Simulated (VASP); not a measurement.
Input:

```
CELL_PARAMETERS angstrom
      0.00000     3.37539     3.37539
      3.37539     0.00000     3.37539
      3.37539     3.37539     0.00000
ATOMIC_POSITIONS crystal
  Cd 0.00000 0.00000 0.00000
  Te 0.25000 0.25000 0.25000
```

Method: PW91 GGA, VASP's PBE PAW potentials (set 64) (plane waves; VASP). Run with 520 eV cut-off, 7×7×7 Γ-centred mesh, Gaussian smearing of 0.050 eV, potentials Cd Te.

Give the stress tensor in GPa (positive for a compressed cell).

```
-1.80   0.00   0.00
 0.00  -1.80   0.00
 0.00   0.00  -1.80
```
The pressure is its mean diagonal, -1.80 GPa.

The compound is CdTe in the zinc blende structure. This cell is one point of a volume scan, at 1.06 of the reference volume.
